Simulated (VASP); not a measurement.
# Ga3BSb2 (P3m1) in VASP: notebook

One crystal, Ga3BSb2, is run at these levels: PBE; tasks: equation of state.

Program: VASP 6.6.1. These are calculated values, not measurements. Logs are shortened: lines on timing, memory, paths and dates and some standing lists are left out, and cuts for length are marked.

**1. The structure**

Symmetry: P3m1, No. 156, trigonal system. Conventional cell: a = 3.756 Å, b = 3.756 Å, c = 10.774 Å, α = 90.00°, β = 90.00°, γ = 120.00°. Around Ga (site symmetry 3m) lie 3 Ga at 2.83 Å and 3 Sb at 2.93 Å. Ga (site symmetry 3m) has 3 Ga at 2.83 Å and 3 Sb at 3.20 Å as nearest neighbours. Ga (site symmetry 3m) has 1 B at 2.09 Å as nearest neighbours. Around B (site symmetry 3m) lie 1 Ga at 2.09 Å and 3 Sb at 2.31 Å. Around Sb (site symmetry 3m) lie 3 B at 2.31 Å. Sb (site symmetry 3m) is surrounded by 6 Ga at 2.79 to 2.93 Å.

The cell was built by a generator and needn't be a form met in nature.

**2. Equation of state, PBE, 21.94 Å³/atom**

File INCAR:

```
PREC = Accurate
ENCUT = 520
EDIFF = 1E-6
ISMEAR = 0
SIGMA = 0.1
LREAL = False
LASPH = True
NELM = 100
ALGO = Normal
ISIF = 4
LWAVE = False
LCHARG = False
GGA = PE
IBRION = 2
NSW = 30
EDIFFG = -0.02
KPAR = 4
```

File KPOINTS:

```
regular mesh
0
Gamma
  10 10 4
```

File POSCAR:

```
Ga3BSb2
1.0
    3.7559940000      0.0000000000      0.0000000000
   -1.8779970000      3.2527870000      0.0000000000
    0.0000000000      0.0000000000     10.7742600000
Ga B Sb
3 1 2
Direct
    0.0000000000      0.0000000000      0.6636580000
    0.6666670000      0.3333330000      0.8330700000
    0.0000000000      0.0000000000      0.3178210000
    0.0000000000      0.0000000000      0.1239170000
    0.3333330000      0.6666670000      0.0508980000
    0.3333330000      0.6666670000      0.4806130000
```

Potentials or basis: VASP PAW PBE potentials, release 64 (Ga_d, B, Sb).

The run is started by

```bash
cat potpaw_PBE.64/Ga_d/POTCAR potpaw_PBE.64/B/POTCAR potpaw_PBE.64/Sb/POTCAR > POTCAR
mpirun -np 4 vasp_std > vasp.out
```

OUTCAR:

```text
PREC = Accurate
   ENCUT = 520
   EDIFF = 1E-6
   ISMEAR = 0
   LREAL = False
   LASPH = True
   NELM = 100
   ISIF = 4
   GGA = PE
   IBRION = 2
   NSW = 30
   EDIFFG = -0.02

 ion  position               nearest neighbor table
   1  0.000  0.000  0.664-   2 2.83   2 2.83   2 2.83   6 2.93   6 2.93   6 2.93
   2  0.667  0.333  0.833-   1 2.83   1 2.83   1 2.83   5 3.20   5 3.20   5 3.20
   3  0.000  0.000  0.318-   4 2.09   6 2.79   6 2.79   6 2.79
   4  0.000  0.000  0.124-   3 2.09   5 2.31   5 2.31   5 2.31
   5  0.333  0.667  0.051-   4 2.31   4 2.31   4 2.31   2 3.20   2 3.20   2 3.20
   6  0.333  0.667  0.481-   3 2.79   3 2.79   3 2.79   1 2.93   1 2.93   1 2.93

  LATTYP: Found a hexagonal cell.
 ALAT       =     3.7559940000
 C/A-ratio  =     2.8685509082

  Lattice vectors:

 A1 = (   3.7559940000,   0.0000000000,   0.0000000000)
 A2 = (  -1.8779970000,   3.2527870000,   0.0000000000)
 A3 = (   0.0000000000,   0.0000000000,  10.7742600000)

Analysis of symmetry for initial positions (statically):
=====================================================================
 Subroutine PRICEL returns:
 Original cell was already a primitive cell.

 Routine SETGRP: Setting up the symmetry group for a
 hexagonal supercell.

 Subroutine GETGRP returns: Found  6 space group operations
 (whereof  6 operations were pure point group operations)
 out of a pool of 24 trial point group operations.

The static configuration has the point symmetry C_3v.

Analysis of symmetry for dynamics (positions and initial velocities):
=====================================================================
 Subroutine PRICEL returns:
 Original cell was already a primitive cell.

 Routine SETGRP: Setting up the symmetry group for a
 hexagonal supercell.

 Subroutine GETGRP returns: Found  6 space group operations
 (whereof  6 operations were pure point group operations)
 out of a pool of 24 trial point group operations.

The dynamic configuration has the point symmetry C_3v.

 Subroutine INISYM returns: Found  6 space group operations
 (whereof  6 operations are pure point group operations),
 and found     1 'primitive' translations

----------------------------------------------------------------------------------------

                                     Primitive cell

  volume of cell :     131.6340

  direct lattice vectors                    reciprocal lattice vectors
     3.755994000  0.000000000  0.000000000     0.266241107  0.153714338  0.000000000
    -1.877997000  3.252787000  0.000000000     0.000000000  0.307428676  0.000000000
     0.000000000  0.000000000 10.774260000     0.000000000  0.000000000  0.092813799

  length of vectors
     3.755994000  3.755994675 10.774260000     0.307428731  0.307428676  0.092813799

  position of ions in fractional coordinates (direct lattice)
     0.000000000  0.000000000  0.663658000
     0.666667000  0.333333000  0.833070000
     0.000000000  0.000000000  0.317821000
     0.000000000  0.000000000  0.123917000
     0.333333000  0.666667000  0.050898000
     0.333333000  0.666667000  0.480613000

  ion indices of the primitive-cell ions
   primitive index   ion index
                 1           1
                 2           2
                 3           3
                 4           4
                 5           5
                 6           6

----------------------------------------------------------------------------------------

 KPOINTS: regular mesh

Automatic generation of k-mesh.
 Grid dimensions read from file:
 generate k-points for:   10   10    4

 Generating k-lattice:

  Cartesian coordinates                     Fractional coordinates (reciprocal lattice)
     0.026624111  0.015371434  0.000000000     0.100000000  0.000000000  0.000000000
     0.000000000  0.030742868  0.000000000     0.000000000  0.100000000  0.000000000
     0.000000000  0.000000000  0.023203450     0.000000000  0.000000000  0.250000000

  Length of vectors
     0.030742873  0.030742868  0.023203450

  Shift w.r.t. Gamma in fractional coordinates (k-lattice)
     0.000000000  0.000000000  0.000000000

 Subroutine IBZKPT returns following result:
 ===========================================

 Found     50 irreducible k-points:

 Following reciprocal coordinates:
            Coordinates               Weight
  0.000000  0.000000  0.000000      1.000000
  0.100000  0.000000  0.000000      6.000000
  0.200000  0.000000  0.000000      6.000000
  0.300000  0.000000  0.000000      6.000000
  0.400000 -0.000000  0.000000      6.000000
  0.500000 -0.000000  0.000000      3.000000
[... 16 lines left out ...]
  0.000000  0.400000  0.250000      6.000000
  0.500000 -0.000000  0.250000      6.000000
 [... further k-points ...]
   k-points           NKPTS =     50   k-points in BZ     NKDIM =     50   number of bands    NBANDS=     31
   number of dos      NEDOS =    301   number of ions     NIONS =      6
   total plane-waves  NPLWV =  62720
   dimension x,y,z NGX =    28 NGY =   28 NGZ =   80
   dimension x,y,z NGXF=    56 NGYF=   56 NGZF=  160
   ions per type =               3   1   2
   NGX,Y,Z   is equivalent  to a cutoff of  12.39, 12.39, 12.34 a.u.
   NGXF,Y,Z  is equivalent  to a cutoff of  24.79, 24.79, 24.69 a.u.
 SYSTEM =  unknown system
   PREC   = accura    normal or accurate (medium, high low for compatibility)
   ISTART =      0    job   : 0-new  1-cont  2-samecut
   ICHARG =      2    charge: 1-file 2-atom 10-const
   ISPIN  =      1    spin polarized calculation?
   LNONCOLLINEAR =      F non collinear calculations
   LSORBIT =      F    spin-orbit coupling
   LASPH  =      T    aspherical Exc in radial PAW
   ENCUT  =  520.0 eV  38.22 Ry    6.18 a.u.   6.98  6.98 20.03*2*pi/ulx,y,z
   NELM   =    100;   NELMIN=  2; NELMDL= -5     # of ELM steps
   EDIFF  = 0.1E-05   stopping-criterion for ELM
   LREAL  =      F    real-space projection
   EDIFFG = -.2E-01   stopping-criterion for IOM
   NSW    =     30    number of steps for IOM
   IBRION =      2    ionic relax: 0-MD 1-quasi-New 2-CG
   NFREE  =      1    steps in history (QN), initial steepest desc. (CG)
   ISIF   =      4    stress and relaxation
   ISYM   =      2    0-nonsym 1-usesym 2-fastsym
   POTIM  = 0.5000    time-step for ionic-motion
   TEBEG  =    0.0;   TEEND  =   0.0 temperature during run
   PSTRESS=    0.0 pullay stress
   NELECT =      52.0000    total number of electrons
   NUPDOWN=      -1.0000    fix difference up-down
   EMIN   =  10.00;   EMAX   =-10.00  energy-range for DOS
   EFERMI =   0.00;   METHOD = LEGACY
   ISMEAR =     0;   SIGMA  =   0.10  broadening in eV -4-tet -1-fermi 0-gaus
   EFERMI_NEDOS =   21; number of points for ismear=-14 and -15
   IALGO  =     38    algorithm
   IMIX   =      4    mixing-type and parameters
     AMIX     =   0.40;   BMIX     =  1.00
     AMIX_MAG =   1.60;   BMIX_MAG =  1.00
  volume/ion in A,a.u.               =      21.94       148.05
  Fermi-wavevector in a.u.,A,eV,Ry     =   1.201213  2.269963 19.632013  1.442912
  Thomas-Fermi vector in A             =   2.337028
   LORBIT       =      0    0 simple, 1 ext, 2 COOP (PROOUT), +10 PAW based schemes
   GGA     = PE    functional components
   LHFCALC =     F    Hartree Fock is set to
   AEXX    =    0.0000 exact exchange contribution
   IVDW    =     0    specifies the selected vdW correction
   LEPSILON=     F    determine dielectric tensor
   LRPA    =     F    only Hartree local field effects (RPA)
 conjugate gradient relaxation of ions
 non-spin polarized calculation
 Gauss-broadening in eV      SIGMA  =   0.10
  energy-cutoff  :      520.00
  volume of cell :      131.63
 maximum number of plane-waves:      3568
   NGX = 13   NGY = 13   NGZ = 41

 number of electron      51.9999989 magnetization

 Free energy of the ion-electron system (eV)
  ---------------------------------------------------
  ext. energy  EPLUGINS =         0.00000000
  ---------------------------------------------------
  free energy    TOTEN  =       -22.14052661 eV

  energy without entropy =      -22.13104505  energy(sigma->0) =      -22.13578583

 E-fermi :   5.6473     XC(G=0): -10.0419

 val. band max:        5.6466953367   @ k =  -0.1000   0.3000   0.2500
 cond. band min:       5.6702180890   @ k =   0.2000   0.0000   0.2500
 fundamental gap:      0.0235227523
 Fermi energy:         5.6472541432

 k-point     1 :       0.0000    0.0000    0.0000
  band No.  band energies     occupation
      1      -9.3128      2.00000
      2      -9.3128      2.00000
      3      -9.2513      2.00000
      4      -9.2434      2.00000
      5      -9.2434      2.00000
      6      -9.1948      2.00000
[... 23 lines left out ...]
     30       9.7348      0.00000
     31       9.7348      0.00000

 k-point     2 :       0.1000    0.0000    0.0000
  band No.  band energies     occupation
      1      -9.3121      2.00000
      2      -9.3112      2.00000
      3      -9.2483      2.00000
      4      -9.2424      2.00000
      5      -9.2384      2.00000
      6      -9.1966      2.00000
[... 23 lines left out ...]
     30       9.0640      0.00000
     31       9.8077      0.00000

 k-point     3 :       0.2000    0.0000    0.0000
  band No.  band energies     occupation
      1      -9.3085      2.00000
      2      -9.3074      2.00000
      3      -9.2526      2.00000
      4      -9.2275      2.00000
      5      -9.2250      2.00000
      6      -9.2020      2.00000
[... 23 lines left out ...]
     30       8.9724      0.00000
     31       9.1708      0.00000

 k-point     4 :       0.3000    0.0000    0.0000
  band No.  band energies     occupation
      1      -9.3032      2.00000
      2      -9.2991      2.00000
      3      -9.2589      2.00000
      4      -9.2097      2.00000
      5      -9.2066      2.00000
      6      -9.2065      2.00000
[... 23 lines left out ...]
     30       8.0166      0.00000
     31       8.5808      0.00000

 k-point     5 :       0.4000   -0.0000    0.0000
  band No.  band energies     occupation
      1      -9.3004      2.00000
      2      -9.2852      2.00000
      3      -9.2614      2.00000
      4      -9.2173      2.00000
      5      -9.2000      2.00000
      6      -9.1883      2.00000
[... 23 lines left out ...]
     30       7.9050      0.00000
     31       8.1896      0.00000
[... 542 lines left out ...]
     30       8.0010      0.00000
     31       8.7429      0.00000

 k-point    22 :       0.4000   -0.0000    0.2500
  band No.  band energies     occupation
      1      -9.3004      2.00000
      2      -9.2852      2.00000
      3      -9.2613      2.00000
      4      -9.2173      2.00000
      5      -9.2001      2.00000
      6      -9.1883      2.00000
[... 23 lines left out ...]
     30       8.0250      0.00000
     31       8.5166      0.00000

 k-point    23 :       0.0000    0.4000    0.2500
  band No.  band energies     occupation
      1      -9.3004      2.00000
      2      -9.2853      2.00000
      3      -9.2614      2.00000
      4      -9.2171      2.00000
      5      -9.1999      2.00000
      6      -9.1883      2.00000
[... 23 lines left out ...]
     30       7.6171      0.00000
     31       8.5262      0.00000

 k-point    24 :       0.5000   -0.0000    0.2500
  band No.  band energies     occupation
      1      -9.2995      2.00000
      2      -9.2787      2.00000
      3      -9.2563      2.00000
      4      -9.2247      2.00000
      5      -9.2114      2.00000
      6      -9.1794      2.00000
[... 23 lines left out ...]
     30       7.6148      0.00000
     31       8.4403      0.00000

 [... further k-points ...]

------------------------ aborting loop because EDIFF is reached ----------------------------------------

  FORCE on cell =-STRESS in cart. coord.  units (eV):
  Direction    XX          YY          ZZ          XY          YZ          ZX
  --------------------------------------------------------------------------------------
  -------------------------------------------------------------------------------------
  Total       -0.0113612     -0.0113612     -0.0076845      0.0000000      0.0000000      0.0000000
  in kB       -0.1382828     -0.1382829     -0.0935314      0.0000000      0.0000000      0.0000000
  external PRESSURE =      -0.1233657 kB  Pullay stress =       0.0000000 kB

 VOLUME and BASIS-vectors are now :
 -----------------------------------------------------------------------------
  energy-cutoff  :      520.00
  volume of cell :      131.63
      direct lattice vectors                 reciprocal lattice vectors
     3.755994000  0.000000000  0.000000000     0.266241107  0.153714338  0.000000000
    -1.877997000  3.252787000  0.000000000     0.000000000  0.307428676  0.000000000
     0.000000000  0.000000000 10.774260000     0.000000000  0.000000000  0.092813799

 POSITION                                       TOTAL-FORCE (eV/Angst)
 -----------------------------------------------------------------------------------
      0.00000      0.00000      7.15042        -0.000000      0.000000     -0.005099
      1.87800      1.08426      8.97571         0.000000     -0.000000     -0.003167
      0.00000      0.00000      3.42429        -0.000000      0.000000      0.001006
      0.00000      0.00000      1.33511        -0.000000      0.000000      0.003982
     -0.00000      2.16853      0.54839        -0.000000     -0.000000      0.005052
     -0.00000      2.16853      5.17825         0.000000      0.000000     -0.001774
 -----------------------------------------------------------------------------------
    total drift:                               -0.000309      0.000197      0.000078

  FREE ENERGIE OF THE ION-ELECTRON SYSTEM (eV)
  ---------------------------------------------------
  free  energy   TOTEN  =       -22.1405266093 eV

  energy  without entropy=      -22.1310450458  energy(sigma->0) =      -22.13578583

 reached required accuracy - stopping structural energy minimisation
```

Run time: 22 s. Hardware: 4 MPI ranks of Intel Xeon 6975P-C (Granite Rapids), shared host; peak memory 0.35 GiB.

Results:

```yaml
Free_energy: -22.1405 eV
Pressure: 0.0 GPa
Largest_force: 0.005 eV/Å
Band_gap_on_the_k_mesh: none (metal or under the smearing width)
```

**3. Equation of state, PBE, 21.28 Å³/atom (volume scaled by 0.97)**

INCAR is that of step 2.

KPOINTS is that of step 2.

POSCAR, as its differences from that of step 2:

```diff
@@ -2,5 +2,5 @@
 1.0
-    3.7559940000      0.0000000000      0.0000000000
-   -1.8779970000      3.2527870000      0.0000000000
-    0.0000000000      0.0000000000     10.7742600000
+    3.7180520726      0.0000000000      0.0000000000
+   -1.8590260363      3.2199283191      0.0000000000
+    0.0000000000      0.0000000000     10.6654216497
 Ga B Sb
```

Potentials or basis: VASP PAW PBE potentials, release 64 (Ga_d, B, Sb).

The run is started by

```bash
cat potpaw_PBE.64/Ga_d/POTCAR potpaw_PBE.64/B/POTCAR potpaw_PBE.64/Sb/POTCAR > POTCAR
mpirun -np 4 vasp_std > vasp.out
```

It took 1.8 min on 4 MPI ranks of Intel Xeon 6975P-C (Granite Rapids), shared host; peak memory 0.37 GiB.

Results (log left out):

```yaml
Free_energy: -22.1207 eV
Pressure: 1.6 GPa
Largest_force: 0.020 eV/Å
Band_gap_on_the_k_mesh: none (metal or under the smearing width)
```

**4. Equation of state, PBE, 22.60 Å³/atom (volume scaled by 1.03)**

INCAR is that of step 3.

KPOINTS is that of step 3.

POSCAR, as its differences from that of step 3:

```diff
@@ -2,5 +2,5 @@
 1.0
-    3.7180520726      0.0000000000      0.0000000000
-   -1.8590260363      3.2199283191      0.0000000000
-    0.0000000000      0.0000000000     10.6654216497
+    3.7931844781      0.0000000000      0.0000000000
+   -1.8965922390      3.2849949065      0.0000000000
+    0.0000000000      0.0000000000     10.8809427797
 Ga B Sb
```

The run is started by

```bash
cat potpaw_PBE.64/Ga_d/POTCAR potpaw_PBE.64/B/POTCAR potpaw_PBE.64/Sb/POTCAR > POTCAR
mpirun -np 4 vasp_std > vasp.out
```

It took 2.3 min on 4 MPI ranks of Intel Xeon 6975P-C (Granite Rapids), shared host; peak memory 0.38 GiB.

Results (log left out):

```
Free energy            : -22.1245 eV
Pressure               : -1.3 GPa
Largest force          : 0.016 eV/Å
Band gap on the k mesh : none (metal or under the smearing width)
```

**5. Equation of state, PBE, 20.62 Å³/atom (volume scaled by 0.94)**

INCAR is that of step 4.

KPOINTS is that of step 4.

POSCAR, as its differences from that of step 4:

```diff
@@ -2,5 +2,5 @@
 1.0
-    3.7931844781      0.0000000000      0.0000000000
-   -1.8965922390      3.2849949065      0.0000000000
-    0.0000000000      0.0000000000     10.8809427797
+    3.6793195468      0.0000000000      0.0000000000
+   -1.8396597734      3.1863849598      0.0000000000
+    0.0000000000      0.0000000000     10.5543154277
 Ga B Sb
```

The run is started by

```bash
cat potpaw_PBE.64/Ga_d/POTCAR potpaw_PBE.64/B/POTCAR potpaw_PBE.64/Sb/POTCAR > POTCAR
mpirun -np 4 vasp_std > vasp.out
```

Run time: 2.1 min. Hardware: 4 MPI ranks of Intel Xeon 6975P-C (Granite Rapids), shared host; peak memory 0.37 GiB.

It converged, with:

```
Free energy            : -22.0573 eV
Pressure               : 3.6 GPa
Largest force          : 0.012 eV/Å
Band gap on the k mesh : none (metal or under the smearing width)
```

**6. Equation of state, PBE, 23.26 Å³/atom (volume scaled by 1.06)**

INCAR is that of step 5.

KPOINTS is that of step 5.

POSCAR, as its differences from that of step 5:

```diff
@@ -2,5 +2,5 @@
 1.0
-    3.6793195468      0.0000000000      0.0000000000
-   -1.8396597734      3.1863849598      0.0000000000
-    0.0000000000      0.0000000000     10.5543154277
+    3.8296596433      0.0000000000      0.0000000000
+   -1.9148298217      3.3165833338      0.0000000000
+    0.0000000000      0.0000000000     10.9855736481
 Ga B Sb
```

Potentials or basis: VASP PAW PBE potentials, release 64 (Ga_d, B, Sb).

The run is started by

```bash
cat potpaw_PBE.64/Ga_d/POTCAR potpaw_PBE.64/B/POTCAR potpaw_PBE.64/Sb/POTCAR > POTCAR
mpirun -np 4 vasp_std > vasp.out
```

Run time: 2.1 min. Hardware: 4 MPI ranks of Intel Xeon 6975P-C (Granite Rapids), shared host; peak memory 0.38 GiB.

The run converged. Its results:

* Free energy: -22.0797 eV
* Pressure: -2.3 GPa
* Largest force: 0.017 eV/Å
* Band gap on the k mesh: none (metal or under the smearing width)

**7. Equation of state, PBE, 19.96 Å³/atom (volume scaled by 0.91)**

INCAR is that of step 6.

KPOINTS is that of step 6.

POSCAR, as its differences from that of step 6:

```diff
@@ -2,5 +2,5 @@
 1.0
-    3.8296596433      0.0000000000      0.0000000000
-   -1.9148298217      3.3165833338      0.0000000000
-    0.0000000000      0.0000000000     10.9855736481
+    3.6397539046      0.0000000000      0.0000000000
+   -1.8198769523      3.1521201003      0.0000000000
+    0.0000000000      0.0000000000     10.4408193688
 Ga B Sb
```

The run is started by

```bash
cat potpaw_PBE.64/Ga_d/POTCAR potpaw_PBE.64/B/POTCAR potpaw_PBE.64/Sb/POTCAR > POTCAR
mpirun -np 4 vasp_std > vasp.out
```

It took 2.1 min on 4 MPI ranks of Intel Xeon 6975P-C (Granite Rapids), shared host; peak memory 0.36 GiB.

The run converged. Its results:

- Free energy: -21.9422 eV
- Pressure: 5.8 GPa
- Largest force: 0.007 eV/Å
- Band gap on the k mesh: none (metal or under the smearing width)

**8. Equation of state, PBE, 23.91 Å³/atom (volume scaled by 1.09)**

INCAR is that of step 7.

KPOINTS is that of step 7.

POSCAR, as its differences from that of step 7:

```diff
@@ -2,5 +2,5 @@
 1.0
-    3.6397539046      0.0000000000      0.0000000000
-   -1.8198769523      3.1521201003      0.0000000000
-    0.0000000000      0.0000000000     10.4408193688
+    3.8654529296      0.0000000000      0.0000000000
+   -1.9327264648      3.3475812364      0.0000000000
+    0.0000000000      0.0000000000     11.0882485119
 Ga B Sb
```

The run is started by

```bash
cat potpaw_PBE.64/Ga_d/POTCAR potpaw_PBE.64/B/POTCAR potpaw_PBE.64/Sb/POTCAR > POTCAR
mpirun -np 4 vasp_std > vasp.out
```

Run time: 3.3 min. Hardware: 4 MPI ranks of Intel Xeon 6975P-C (Granite Rapids), shared host; peak memory 0.41 GiB.

The run converged. Its results:

```yaml
Free_energy: -22.0123 eV
Pressure: -3.2 GPa
Largest_force: 0.018 eV/Å
Band_gap_on_the_k_mesh: none (metal or under the smearing width)
```
